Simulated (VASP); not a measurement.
VASP runs on Li (bcc) share one base input (PBE GGA, plane waves, VASP's PBE PAW potentials (set 64)) and change the settings named in each case.

KPOINTS:
```
Automatic mesh
0
Gamma
13 13 13
0 0 0
```

File POSCAR:
```
Li
1
   -1.7450000000     1.7450000000     1.7450000000
    1.7450000000    -1.7450000000     1.7450000000
    1.7450000000     1.7450000000    -1.7450000000
Li
1
Direct
  0.0000000000   0.0000000000   0.0000000000
```

INCAR:
```
SYSTEM  =  Li
PREC  =  Accurate; ENCUT  =  520; LREAL  =  .False.
LASPH  =  .True.
EDIFF  =  1E-6; NELM  =  100; ALGO  =  Normal
ISMEAR  =  1; SIGMA  =  0.1
GGA  =  PE
ISIF  =  2
LWAVE  =  .False.; LCHARG  =  .False.
```

POTCAR, in this order: Li_sv (PBE.64 set). Program: vasp_std.

| change | E(σ→0) (eV/atom) | −TS (eV) |
|---|---|---|
| base run | -1.9037 | 0.0000 |
| ISMEAR = 0, NELECT = 2.5, SIGMA = 0.05 | (withheld) | -0.0005 |
| ISMEAR = 0, NELECT = 2.9, SIGMA = 0.05 | -1.9552 | -0.0006 |
| ISMEAR = 0, NELECT = 2.98, SIGMA = 0.05 | -1.9146 | -0.0007 |
| ISMEAR = 0, NELECT = 3.02, SIGMA = 0.05 | (withheld) | -0.0005 |
| ISMEAR = 0, NELECT = 3.1, SIGMA = 0.05 | -1.8463 | -0.0013 |
| ISMEAR = 0, NELECT = 3.5, SIGMA = 0.05 | -1.6191 | -0.0001 |

Q: What belongs in the gaps?

A: 
- ISMEAR = 0, NELECT = 2.5, SIGMA = 0.05, E(σ→0) (eV/atom): -2.1131
- ISMEAR = 0, NELECT = 3.02, SIGMA = 0.05, E(σ→0) (eV/atom): -1.8926

Charged cells carry a uniform compensating background.

Left out are runs that ran out of time, are held back, or changed the cell or the kind of run, fixed moments of cells without a moment, rows past the twelfth, gaps on odd meshes, pressures of charged cells and columns that move by less than the noise.

The compound is Li in the bcc structure. The cell was not relaxed at this level.
